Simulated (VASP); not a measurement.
Here is the system:

```
Na
1.0
    4.16557     0.00000     0.00000
    0.00000     4.16557     0.00000
    0.00000     0.00000    27.16421
Na
6
Direct
  0.50000   0.00000   0.30831
  0.00000   0.50000   0.38499
  0.50000   0.00000   0.46166
  0.00000   0.50000   0.53834
  0.50000   0.00000   0.61501
  0.00000   0.50000   0.69168
```

Calculation: PBEsol GGA, VASP's PBE PAW potentials (set 64) (plane waves; VASP). Run with PREC = Normal, EDIFF = 1E-5, 400 eV cut-off, 7×7×1 Γ-centred mesh, first-order Methfessel-Paxton smearing of 0.10 eV, potentials Na_pv.

Problem. What does the run give for the energy per atom (σ→0), band gap (on the k-mesh) with the smallest direct gap where there is one?

Solution. 
| Property | Result |
|---|---|
| band gap (on the k-mesh) | none (metal, semimetal or under 0.01 eV) |
| energy per atom (σ→0) | -1.306 eV/atom |

Total energies compare only between runs with the same potentials, cut-off and functional.

The cell is a thin slab with vacuum, built from Na (bcc): (100) face.
